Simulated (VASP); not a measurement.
Energy against volume of HfB2 (AlB2 type). All values below come from r2SCAN+rVV10, VASP's PBE PAW potentials (set 64) (plane waves; VASP). Numerical set-up: 520 eV cut-off, 11×11×9 Γ-centred mesh, first-order Methfessel-Paxton smearing of 0.10 eV, potentials Hf_pv B.

Shape and ions are relaxed at each volume.

```tsv
V (Å³/atom)	E (eV/atom)
9.242	-20.94599
9.537	-20.97050
9.832	-20.97817
10.127	-20.97132
```

Q: Fit these four points and predict the energy of the run at 10.422 Å³/atom.

A: A cubic in V^(−2/3), the third-order Birch-Murnaghan form, passes through the four points with V0 = 9.83 Å³/atom and B0 = 262 GPa, and gives -20.9520 eV/atom there. The run gave -20.9519 eV/atom, +0.1 meV/atom from the fit; all five points give B0 = 262 GPa.

The compound is HfB2 in the AlB2 type structure. It was relaxed first.
